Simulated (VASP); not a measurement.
Computed with vdW-DF-cx, VASP's PBE PAW potentials (set 64) (plane waves; VASP 6.6.1).

VASP input:

### POSCAR
```
BAs
1
    0.0000000000     2.3755288595     2.3755288595
    2.3755288595     0.0000000000     2.3755288595
    2.3755288595     2.3755288595     0.0000000000
B As
1 1
Direct
  0.0000000000   0.0000000000   0.0000000000
  0.2500000000   0.2500000000   0.2500000000
```

INCAR:
```
# general
SYSTEM   = BAs
PREC     = Accurate
ENCUT    = 520
LREAL    = .FALSE.
LASPH    = .TRUE.

# electronic loop
EDIFF    = 1E-7
NELM     = 100
ALGO     = Normal
LMAXMIX  = 4

# smearing
ISMEAR   = 0
SIGMA    = 0.05

# functional
GGA      = CX
LUSE_VDW = .TRUE.
AGGAC    = 0.0

# ions
ISIF     = 2

# output
LWAVE    = .FALSE.
LCHARG   = .FALSE.
```

### KPOINTS
```
Automatic mesh
0
Gamma
9 9 9
0 0 0
```

POTCAR, in this order: B As (PBE.64 set). Program: vasp_std.

**Question.** What will the output report for the number of irreducible k-points (NKPTS), largest plane-wave count, number of space-group operations, FFT grid (NGX, NGY, NGZ)?

**Answer.** 
- number of irreducible k-points (NKPTS): 35
- largest plane-wave count: 745
- number of space-group operations: 24
- FFT grid (NGX, NGY, NGZ): 28 × 28 × 28

The compound is BAs in the zinc blende structure. This cell is one point of a volume scan, at 0.97 of the reference volume.
